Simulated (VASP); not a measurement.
All values below come from r2SCAN+rVV10, VASP's PBE PAW potentials (set 64) (plane waves; VASP 6.6.1).

Input for VASP

File POSCAR:
```
CoAl
1
    2.8158927942     0.0000000000     0.0000000000
   -0.0000000000     2.8158927942     0.0000000000
   -0.0000000000    -0.0000000000     2.8158927942
Al Co
1 1
Direct
  0.5000000000   0.5000000000   0.5000000000
  0.0000000000   0.0000000000   0.0000000000
```

### KPOINTS
```
Automatic mesh
0
Gamma
12 12 12
0 0 0
```

INCAR:
```
ALGO  =  Normal
BPARAM  =  11.95
CPARAM  =  0.0093
EDIFF  =  1E-6
EDIFFG  =  -0.01
ENCUT  =  520
IBRION  =  2
ISIF  =  3
ISMEAR  =  1
LASPH  =  .TRUE.
LCHARG  =  .FALSE.
LMAXMIX  =  4
LMIXTAU  =  .TRUE.
LREAL  =  .FALSE.
LUSE_VDW  =  .TRUE.
LWAVE  =  .FALSE.
METAGGA  =  R2SCAN
NELM  =  100
NSW  =  60
PREC  =  Accurate
SIGMA  =  0.1
SYSTEM  =  CoAl
```

POTCAR, in this order: Al Co (PBE.64 set). Program: vasp_std.

The run wrote:

**OSZICAR**
```
       N       E                     dE             d eps       ncg     rms          rms(c)
DAV:   1     0.276593290899E+02    0.27659E+02   -0.56054E+03  1704   0.131E+03
DAV:   2    -0.226652025678E+02   -0.50325E+02   -0.47065E+02  1708   0.197E+02
DAV:   3    -0.240940422092E+02   -0.14288E+01   -0.14173E+01  2042   0.441E+01
DAV:   4    -0.241181815295E+02   -0.24139E-01   -0.24131E-01  2070   0.500E+00
DAV:   5    -0.241190062899E+02   -0.82476E-03   -0.82474E-03  1994   0.897E-01    0.143E+01
DAV:   6    -0.256183231720E+02   -0.14993E+01   -0.82574E+01  1836   0.148E+02    0.186E+01
DAV:   7    -0.207881779166E+02    0.48301E+01   -0.33393E+01  1844   0.851E+01    0.214E+00
DAV:   8    -0.208263663705E+02   -0.38188E-01   -0.42266E-01  1972   0.817E+00    0.204E+00
DAV:   9    -0.208129698668E+02    0.13397E-01   -0.27776E-01  1882   0.922E+00    0.761E-01
DAV:  10    -0.208038016550E+02    0.91682E-02   -0.48908E-02  1856   0.388E+00    0.170E-01
DAV:  11    -0.208084465063E+02   -0.46449E-02   -0.32782E-03  1812   0.784E-01    0.120E-01
DAV:  12    -0.208084636518E+02   -0.17145E-04   -0.79516E-05  2306   0.901E-02    0.236E-02
DAV:  13    -0.208084687481E+02   -0.50963E-05   -0.85738E-06  1774   0.385E-02    0.369E-03
DAV:  14    -0.208084693447E+02   -0.59662E-06   -0.27754E-06  1706   0.219E-02
   1 F= -.20808469E+02 E0= -.20808526E+02  d E =-.208085E+02
       N       E                     dE             d eps       ncg     rms          rms(c)
DAV:   1    -0.208094293228E+02   -0.96057E-03   -0.14360E-02  1784   0.215E+00    0.278E-01
DAV:   2    -0.208105340704E+02   -0.11047E-02   -0.36247E-02  1902   0.293E+00    0.348E-01
DAV:   3    -0.208084628124E+02    0.20713E-02   -0.14112E-02  1882   0.186E+00    0.377E-02
DAV:   4    -0.208084461578E+02    0.16655E-04   -0.54222E-05  1692   0.703E-02    0.139E-02
DAV:   5    -0.208084443973E+02    0.17605E-05   -0.20194E-05  1722   0.674E-02    0.294E-03
DAV:   6    -0.208084455002E+02   -0.11029E-05   -0.35583E-06  1356   0.364E-02    0.311E-03
DAV:   7    -0.208084456484E+02   -0.14818E-06   -0.11662E-06   852   0.193E-02
   2 F= -.20808446E+02 E0= -.20808503E+02  d E =0.236964E-04
       N       E                     dE             d eps       ncg     rms          rms(c)
DAV:   1    -0.208089036568E+02   -0.45816E-03   -0.60983E-03  1790   0.140E+00    0.180E-01
DAV:   2    -0.208093491840E+02   -0.44553E-03   -0.15202E-02  1898   0.190E+00    0.226E-01
DAV:   3    -0.208084894710E+02    0.85971E-03   -0.59649E-03  1894   0.121E+00    0.249E-02
DAV:   4    -0.208084804988E+02    0.89722E-05   -0.22938E-05  1692   0.454E-02    0.858E-03
DAV:   5    -0.208084787356E+02    0.17632E-05   -0.82201E-06  1488   0.427E-02    0.200E-03
DAV:   6    -0.208084783029E+02    0.43268E-06   -0.21343E-06   938   0.281E-02
   3 F= -.20808478E+02 E0= -.20808535E+02  d E =-.895819E-05
       N       E                     dE             d eps       ncg     rms          rms(c)
DAV:   1    -0.208085076347E+02   -0.28899E-04   -0.40084E-04  1810   0.358E-01    0.481E-02
DAV:   2    -0.208085378029E+02   -0.30168E-04   -0.10858E-03  1916   0.507E-01    0.604E-02
DAV:   3    -0.208084773338E+02    0.60469E-04   -0.42457E-04  1896   0.322E-01    0.651E-03
DAV:   4    -0.208084765954E+02    0.73846E-06   -0.15760E-06  1526   0.120E-02
   4 F= -.20808477E+02 E0= -.20808533E+02  d E =-.725063E-05
```

OUTCAR:
```
------------------------ aborting loop because EDIFF is reached ----------------------------------------
  FORCE on cell =-STRESS in cart. coord.  units (eV):
  Direction    XX          YY          ZZ          XY          YZ          ZX
  --------------------------------------------------------------------------------------
  Total       -0.0121086     -0.0121086     -0.0121086      0.0000000      0.0000000     -0.0000000
  in kB       -0.8685183     -0.8685183     -0.8685183      0.0000000      0.0000000     -0.0000000
  external PRESSURE =      -0.8685183 kB  Pullay stress =       0.0000000 kB
  volume of cell :       22.34
      direct lattice vectors                 reciprocal lattice vectors
     2.816278841 -0.000000000 -0.000000000     0.355078476  0.000000000  0.000000000
    -0.000000000  2.816278841 -0.000000000     0.000000000  0.355078476  0.000000000
    -0.000000000 -0.000000000  2.816278841     0.000000000  0.000000000  0.355078476
 POSITION                                       TOTAL-FORCE (eV/Angst)
 -----------------------------------------------------------------------------------
      1.40814      1.40814      1.40814        -0.000000      0.000000      0.000000
      0.00000      0.00000      0.00000         0.000000     -0.000000      0.000000
 -----------------------------------------------------------------------------------
    total drift:                                0.000000      0.000000      0.000000
  FREE ENERGIE OF THE ION-ELECTRON SYSTEM (eV)
  ---------------------------------------------------
  free  energy   TOTEN  =       -20.8084765954 eV

  energy  without entropy=      -20.8086465429  energy(sigma->0) =      -20.80853324

 reached required accuracy - stopping structural energy minimisation
```
(Selected blocks of OUTCAR.)

**CONTCAR**
```
CoAl
   1.00000000000000
     2.8162788407370569   -0.0000000000000000   -0.0000000000000000
    -0.0000000000000000    2.8162788407370569   -0.0000000000000000
    -0.0000000000000000   -0.0000000000000000    2.8162788407370569
  Al              Co
     1     1
Direct
     0.5000000000000000    0.5000000000000000    0.5000000000000000
     0.0000000000000000    0.0000000000000000    0.0000000000000000
```

The compound is CoAl in the CsCl type structure. This run relaxes it. Symmetry was kept, so distortions that lower it aren't found. The start is the result of an earlier pass. The run is not spin-polarised, so no magnetic state was tried.
